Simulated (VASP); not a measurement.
# RPA total energies of SiC (Moissanite 3C)

Wanted: where the RPA puts the energy minimum of SiC (Moissanite 3C). The scan starts from a database cell scaled to its smallest volume. The cell is of the zinc-blende type. The start is a cell from a database of measured crystal structures.

Program: VASP 6.6.1. Level of theory: RPA correlation on LDA orbitals; plane waves and PAW (Si_GW, C_GW), in the first sound run; inputs show where later runs differ. Values are calculated unless marked as measured.

## (1) Set-up

Symmetry: F-43m, No. 216, cubic system. Conventional cell: a = 4.239 Å, b = 4.239 Å, c = 4.239 Å, α = 90.00°, β = 90.00°, γ = 90.00°. Nearest to Si lie 4 C at 1.84 Å. Nearest to C lie 4 Si at 1.84 Å. Farther neighbours, and contacts between anions beyond the nearest, are not listed.

## (2) Orbitals, volume ratio 0.92

RPA gives no stress here, so the energy is scanned over volumes, at one cutoff and mesh. Volumes are given as ratios to a reference cell, and this first cell is that cell scaled to 0.92. Each point starts from LDA orbitals, tightly converged.

The input, INCAR:

```
SYSTEM = SiC
PREC = Accurate
ENCUT = 460
EDIFF = 1E-08
NELM = 100
ISMEAR = 0
SIGMA = 0.05
LREAL = .FALSE.
ALGO = Normal
GGA = CA
NBANDS = 10
LORBIT = 11
LWAVE = .TRUE.
LCHARG = .FALSE.
KPAR = 4
```

The input, POSCAR:

```
SiC
1.0
    0.0000000000      2.1192710523      2.1192710523
    2.1192710523      0.0000000000      2.1192710523
    2.1192710523      2.1192710523      0.0000000000
Si C
1 1
Direct
    0.0000000000      0.0000000000      0.0000000000
    0.7500000000      0.7500000000      0.7500000000
```

The input, KPOINTS:

```
Automatic mesh
0
Gamma
6 6 6
0 0 0
```

The projector-augmented-wave data sets are Si_GW and C_GW (LDA family, release 64).

On the command line:

```bash
> mpirun -np 4 vasp_std
```

The log of the run:

```text
[banner, memory and clock lines left out]
running    4 mpi-ranks, on    1 nodes
 distrk:  each k-point on    1 cores,    4 groups
 distr:  one band on    1 cores,    1 groups

 POSCAR found type information on POSCAR SiC
 POSCAR found :  2 types and       2 ions
 LDA part: xc-table for (Slater(with rela. corr.)+CA(PZ))
 , standard interpolation
 POSCAR, INCAR and KPOINTS ok, starting setup
 FFT: planning ... GRIDC
 FFT: planning ... GRID_SOFT
 FFT: planning ... GRID
 WAVECAR not read
 entering main loop
       N       E                     dE             d eps       ncg     rms          rms(c)
DAV:   1     0.199170E+01    0.19917E+01   -0.47067E+03   370   0.804E+02
DAV:   2    -0.184482E+02   -0.20440E+02   -0.19075E+02   450   0.143E+02
DAV:   3    -0.189075E+02   -0.45936E+00   -0.45842E+00   392   0.166E+01
DAV:   4    -0.189163E+02   -0.88192E-02   -0.88171E-02   406   0.281E+00
DAV:   5    -0.189168E+02   -0.44015E-03   -0.44012E-03   444   0.495E-01    0.767E+00
DAV:   6    -0.167083E+02    0.22085E+01   -0.77982E+00   446   0.182E+01    0.224E+00
DAV:   7    -0.165969E+02    0.11141E+00   -0.40864E-01   410   0.402E+00    0.113E+00
DAV:   8    -0.165732E+02    0.23635E-01   -0.33440E-02   446   0.162E+00    0.898E-02
DAV:   9    -0.165731E+02    0.15073E-03   -0.13796E-03   404   0.271E-01    0.410E-02
DAV:  10    -0.165731E+02   -0.43796E-05   -0.12142E-04   464   0.775E-02    0.800E-03
DAV:  11    -0.165731E+02    0.68019E-06   -0.55236E-06   426   0.196E-02    0.188E-03
DAV:  12    -0.165731E+02    0.77572E-07   -0.44804E-07   428   0.447E-03    0.279E-04
DAV:  13    -0.165731E+02   -0.55012E-08   -0.47970E-09   242   0.946E-04
   1 F= -.16573089E+02 E0= -.16573089E+02  d E =-.122104E-13
 writing wavefunctions
```

Elapsed: 3.2 s, on 4 MPI ranks of Intel Xeon Platinum 8375C at 2.90GHz (Ice Lake), shared host; peak memory 0.46 GiB.

Lines that name or quote the potential files are left out of all logs, and their timing lines are given in words.

From OUTCAR (step 2):

```text
ion  position               nearest neighbor table
   1  0.000  0.000  0.000-   2 1.84   2 1.84   2 1.84   2 1.84
   2  0.750  0.750  0.750-   1 1.84   1 1.84   1 1.84   1 1.84

  LATTYP: Found a face centered cubic cell.
 ALAT       =     4.2385421046

 Subroutine GETGRP returns: Found 24 space group operations
 (whereof 24 operations were pure point group operations)

The static configuration has the point symmetry T_d .

 Found     16 irreducible k-points:

   k-points           NKPTS =     16   k-points in BZ     NKDIM =     16   number of bands    NBANDS=     10

   dimension x,y,z NGX =    24 NGY =   24 NGZ =   24
   dimension x,y,z NGXF=    48 NGYF=   48 NGZF=   48

   ENCUT  =  460.0 eV  33.81 Ry    5.81 a.u.   5.24  5.24  5.24*2*pi/ulx,y,z

   NELECT =       8.0000    total number of electrons

 k-points in reciprocal lattice and weights: Automatic mesh
   0.00000000  0.00000000  0.00000000       0.005
   0.16666667  0.00000000  0.00000000       0.037
   0.33333333  0.00000000  0.00000000       0.037
   0.50000000  0.00000000  0.00000000       0.019
   0.16666667  0.16666667  0.00000000       0.028
   0.33333333  0.16666667  0.00000000       0.111
   0.50000000  0.16666667  0.00000000       0.111
  -0.33333333  0.16666667  0.00000000       0.111
  -0.16666667  0.16666667  0.00000000       0.056
[...]
-0.33333333  0.33333333  0.16666667       0.111
  -0.33333333  0.50000000  0.16666667       0.056

 average (electrostatic) potential at core
       1 -64.6601       2 -48.1742

 E-fermi :   8.9416

 k-point     1 :       0.0000    0.0000    0.0000
  band No.  band energies     occupation
      1      -7.2978      2.00000
      2       8.6956      2.00000
      3       8.6956      2.00000
      4       8.6956      2.00000
      5      15.9735      0.00000
      6      16.4749      0.00000
      7      16.4749      0.00000
      8      16.4749      0.00000
      9      23.6372      0.00000
    ...

 k-point     2 :       0.1667    0.0000    0.0000
  band No.  band energies     occupation
      1      -6.7200      2.00000
      2       6.2792      2.00000
      3       8.3580      2.00000
      4       8.3580      2.00000
      5      15.7404      0.00000
      6      17.0013      0.00000
      7      17.0013      0.00000
      8      17.7910      0.00000
      9      21.9909      0.00000
    ...

 k-point     3 :       0.3333    0.0000    0.0000
  band No.  band energies     occupation
      1      -5.0683      2.00000
      2       2.2680      2.00000
      3       7.8337      2.00000
      4       7.8337      2.00000
      5      15.0829      0.00000
      6      16.6572      0.00000
      7      16.6572      0.00000
      8      19.1049      0.00000
      9      23.4801      0.00000
    ...

  Total        1.9122098      1.9122098      1.9122098      0.0000000     -0.0000000     -0.0000000
  in kB      160.9372626    160.9372626    160.9372626      0.0000000     -0.0000000     -0.0000000
  external PRESSURE =     160.9372626 kB  Pullay stress =       0.0000000 kB

  energy-cutoff  :      460.00
  volume of cell :       19.04
      direct lattice vectors                 reciprocal lattice vectors
     0.000000000  2.119271052  2.119271052    -0.235930180  0.235930180  0.235930180
     2.119271052  0.000000000  2.119271052     0.235930180 -0.235930180  0.235930180
     2.119271052  2.119271052  0.000000000     0.235930180  0.235930180 -0.235930180

 POSITION                                       TOTAL-FORCE (eV/Angst)
 -----------------------------------------------------------------------------------
      0.00000      0.00000      0.00000         0.000000      0.000000      0.000000
      3.17891      3.17891      3.17891        -0.000000     -0.000000     -0.000000
 -----------------------------------------------------------------------------------
    total drift:                                0.000000      0.000000      0.000000

  FREE ENERGIE OF THE ION-ELECTRON SYSTEM (eV)
  ---------------------------------------------------
  free  energy   TOTEN  =       -16.5730885058 eV

  energy  without entropy=      -16.5730885058  energy(sigma->0) =      -16.57308851

 total charge
# of ion       s       p       d       tot
------------------------------------------
    1        0.698   1.021   0.248   1.967
    2        0.811   1.759   0.000   2.570
--------------------------------------------------
tot          1.509   2.780   0.248   4.538

[... 3 further parts left out ...]
```

The gap is read on the k-mesh alone, so it is an upper bound where the band edges lie off the mesh.

A gap read on the k-mesh alone can miss the band edges.

Numbers from this step:

- free energy (TOTEN): -16.57 eV
- Fermi energy: 8.942 eV
- pressure: 16.09 GPa
- gap on the k-mesh: 1.224 eV
- least direct gap on the k-mesh: 4.586 eV

## (3) Exact exchange, volume ratio 0.92

This step: Hartree-Fock energy on LDA orbitals; plane waves and PAW (Si_GW, C_GW) (VASP 6.6.1).

The Hartree-Fock energy is evaluated once on these orbitals (ALGO = Eigenval, NELM = 1), without letting them relax. It uses the mesh of the correlation step, since the long-wavelength errors of the two partly cancel, and the total energy is their sum.

The input, INCAR:

```
SYSTEM = SiC
PREC = Accurate
ENCUT = 460
ISMEAR = 0
SIGMA = 0.05
LREAL = .FALSE.
GGA = CA
NBANDS = 10
ALGO = Eigenval
NELM = 1
LHFCALC = .TRUE.
AEXX = 1
ALDAC = 0
AGGAC = 0
PRECFOCK = Normal
LWAVE = .FALSE.
LCHARG = .FALSE.
```

POSCAR is that of step 2.

KPOINTS is that of step 2.

The WAVECAR or CHGCAR of an earlier step is read.

On the command line:

```bash
> mpirun -np 4 vasp_std
```

The log of the run:

```text
[banner, memory and clock lines left out]
running    4 mpi-ranks, on    1 nodes
 distrk:  each k-point on    4 cores,    1 groups
 distr:  one band on    1 cores,    4 groups

 POSCAR found type information on POSCAR SiC
 POSCAR found :  2 types and       2 ions
 LDA part: xc-table for (Slater(with rela. corr.)+CA(PZ))
 , standard interpolation
|                                                                             |
|           W    W    AA    RRRRR   N    N  II  N    N   GGGG   !!!           |
|           W    W   A  A   R    R  NN   N  II  NN   N  G    G  !!!           |
|           W    W  A    A  R    R  N N  N  II  N N  N  G       !!!           |
|           W WW W  AAAAAA  RRRRR   N  N N  II  N  N N  G  GGG   !            |
|           WW  WW  A    A  R   R   N   NN  II  N   NN  G    G                |
|           W    W  A    A  R    R  N    N  II  N    N   GGGG   !!!           |
|                                                                             |
|     The number of bands has been changed from the values supplied in        |
|     The orbitals not found in the WAVECAR file will be initialized with     |
|     random numbers, which is usually adequate. For correlated               |
|     calculations, however, you should redo the groundstate calculation.     |
|     I found NBANDS = 10. Now, NBANDS = 12.                                  |
|                                                                             |

 found WAVECAR, reading the header
  number of bands has changed, file:    10 present:    12
  trying to continue reading WAVECAR, but it might fail
 POSCAR, INCAR and KPOINTS ok, starting setup
 FFT: planning ... GRIDC
 FFT: planning ... GRID_SOFT
 FFT: planning ... GRID
 reading WAVECAR
 random initialization beyond band           10
 the WAVECAR file was read successfully
 initial charge from wavefunction
 entering main loop
       N       E                     dE             d eps       ncg     rms          rms(c)
EIG:   1    -0.249341E+02   -0.24934E+02    0.00000E+00     0   0.000E+00
   1 F= -.24934142E+02 E0= -.24934142E+02  d E =-.104440E-35
```

Elapsed: 11 s, on 4 MPI ranks; peak memory 0.41 GiB.

Parts of OUTCAR (step 3):

```text
The static configuration has the point symmetry T_d .

 Found     16 irreducible k-points:

   k-points           NKPTS =     16   k-points in BZ     NKDIM =    216   number of bands    NBANDS=     12

   NELECT =       8.0000    total number of electrons

  exchange ACFDT corr.  =         0.00000000  see jH, gK, PRB 81, 115126

 E-fermi :   9.1287

 k-point     1 :       0.0000    0.0000    0.0000
  band No.  band energies     occupation
      1     -16.3335      2.00000
      2       6.1490      2.00000
      3       6.1490      2.00000
      4       6.1490      2.00000
      5      22.1220      0.00000
      6      22.7314      0.00000
      7      22.7314      0.00000
      8      22.7314      0.00000
      9      30.9743      0.00000
    ...

 k-point     2 :       0.1667    0.0000    0.0000
  band No.  band energies     occupation
      1     -15.5670      2.00000
      2       2.8711      2.00000
      3       5.7126      2.00000
      4       5.7126      2.00000
      5      21.7757      0.00000
      6      23.4646      0.00000
      7      23.4646      0.00000
      8      24.5983      0.00000
      9      28.9834      0.00000
    ...

 POSITION                                       TOTAL-FORCE (eV/Angst)
 -----------------------------------------------------------------------------------
      0.00000      0.00000      0.00000         0.000000      0.000000      0.000000
      3.17891      3.17891      3.17891        -0.000000     -0.000000     -0.000000
 -----------------------------------------------------------------------------------
    total drift:                               -0.000000     -0.000000     -0.000000

  FREE ENERGIE OF THE ION-ELECTRON SYSTEM (eV)
  ---------------------------------------------------
  free  energy   TOTEN  =       -24.9341417399 eV

  energy  without entropy=      -24.9341417399  energy(sigma->0) =      -24.93414174

[... 7 parts as in an earlier step ...]

[... 5 further parts left out ...]
```

This step gave:

| Item | Value |
| --- | --- |
| free energy (TOTEN) | -24.93 eV |

The Hartree-Fock energy on these orbitals is -12.4671 eV an atom.

## (4) Empty bands, volume ratio 0.92

This step: LDA; plane waves and PAW (Si_GW, C_GW) (VASP 6.6.1).

The next step needs empty bands that the ground-state run didn't converge, so the Hamiltonian is diagonalised in full, in a single step. LOPTICS writes the k-derivatives of the orbitals (WAVEDER), which give the long-wavelength limit of the screening.

The input, INCAR:

```
SYSTEM = SiC
PREC = Accurate
ENCUT = 460
ISMEAR = 0
SIGMA = 0.05
LREAL = .FALSE.
GGA = CA
NBANDS = 444
ALGO = Exact
NELM = 1
LWAVE = .TRUE.
LCHARG = .FALSE.
LOPTICS = .TRUE.
NEDOS = 1000
CSHIFT = 0.1
```

POSCAR is that of step 3.

KPOINTS is that of step 3.

On the command line:

```bash
> mpirun -np 4 vasp_std
```

The log of the run:

```text
[banner, memory and clock lines left out]
running    4 mpi-ranks, on    1 nodes
 distrk:  each k-point on    4 cores,    1 groups
 distr:  one band on    1 cores,    4 groups

 POSCAR found type information on POSCAR SiC
 POSCAR found :  2 types and       2 ions
 LDA part: xc-table for (Slater(with rela. corr.)+CA(PZ))
 , standard interpolation
 found WAVECAR, reading the header
  number of bands has changed, file:    10 present:   444
  trying to continue reading WAVECAR, but it might fail
 POSCAR, INCAR and KPOINTS ok, starting setup
 FFT: planning ... GRIDC
 FFT: planning ... GRID_SOFT
 FFT: planning ... GRID
 reading WAVECAR
 random initialization beyond band           10
 the WAVECAR file was read successfully
 initial charge from wavefunction
 entering main loop
       N       E                     dE             d eps       ncg     rms          rms(c)
DIA:   1    -0.165731E+02   -0.16573E+02    0.00000E+00     0   0.000E+00
   1 F= -.16573089E+02 E0= -.16573089E+02  d E =-.181424E-67
 writing wavefunctions
 optical routines
 imaginary and real dielectric function
 recalculating local potential from charge density
 direction            1
 direction            2
 direction            3
```

Run time: 4.8 s. Hardware: 4 MPI ranks; peak memory 0.5 GiB; 14 s of CPU time.

From OUTCAR (step 4):

```text
The static configuration has the point symmetry T_d .

 Found     16 irreducible k-points:

   k-points           NKPTS =     16   k-points in BZ     NKDIM =     16   number of bands    NBANDS=    444

   NELECT =       8.0000    total number of electrons

 E-fermi :   9.3110

 k-point     1 :       0.0000    0.0000    0.0000
  band No.  band energies     occupation
      1      -7.2978      2.00000
      2       8.6957      2.00000
      3       8.6957      2.00000
      4       8.6957      2.00000
      5      15.9735      0.00000
      6      16.4749      0.00000
      7      16.4749      0.00000
      8      16.4749      0.00000
      9      23.6372      0.00000
    ...

 k-point     2 :       0.1667    0.0000    0.0000
  band No.  band energies     occupation
      1      -6.7200      2.00000
      2       6.2792      2.00000
      3       8.3581      2.00000
      4       8.3581      2.00000
      5      15.7403      0.00000
      6      17.0013      0.00000
      7      17.0013      0.00000
      8      17.7910      0.00000
      9      21.9909      0.00000
    ...

  Total        1.9122016      1.9122016      1.9122016      0.0000000      0.0000000      0.0000000
  in kB      160.9365717    160.9365717    160.9365717      0.0000000      0.0000000      0.0000000
  external PRESSURE =     160.9365717 kB  Pullay stress =       0.0000000 kB

 POSITION                                       TOTAL-FORCE (eV/Angst)
 -----------------------------------------------------------------------------------
      0.00000      0.00000      0.00000        -0.000000     -0.000000     -0.000000
      3.17891      3.17891      3.17891         0.000000      0.000000      0.000000
 -----------------------------------------------------------------------------------
    total drift:                                0.000000      0.000000      0.000000

  FREE ENERGIE OF THE ION-ELECTRON SYSTEM (eV)
  ---------------------------------------------------
  free  energy   TOTEN  =       -16.5730885076 eV

  energy  without entropy=      -16.5730885076  energy(sigma->0) =      -16.57308851

 plasma frequency squared (from intraband transitions) (eV^2)
  --------------------------------------------------------------------------------------
       0.000      -0.000       0.000
      -0.000       0.000      -0.000
       0.000      -0.000       0.000

[... 10 parts as in an earlier step ...]

[... 2 further parts left out ...]
```

WAVECAR now holds 444 bands for 8 electrons.

(Continued in part 2 of 6.)

[Long decimals in the printed logs are rounded to 6 places.]

[Lines on the potential files, build, host, timing and source positions are cut from VASP's logs without a mark.]

[Logs are printed without paths, hosts, clocks, repeated set-up lines and the standing remarks that a program may print on its own settings, such as how far it seeks lower states.]

[Hosts, paths, dates, database ids (printed as entryN), source tags and the programs' standing remarks are cut or masked in the printed files.]

[Measured values are set beside computed ones only where the two were judged alike; some that the calculation misses by far are left out.]

[Pressures printed for these runs are not shown converged in the cutoff: they can be off by several GPa and have the wrong sign.]
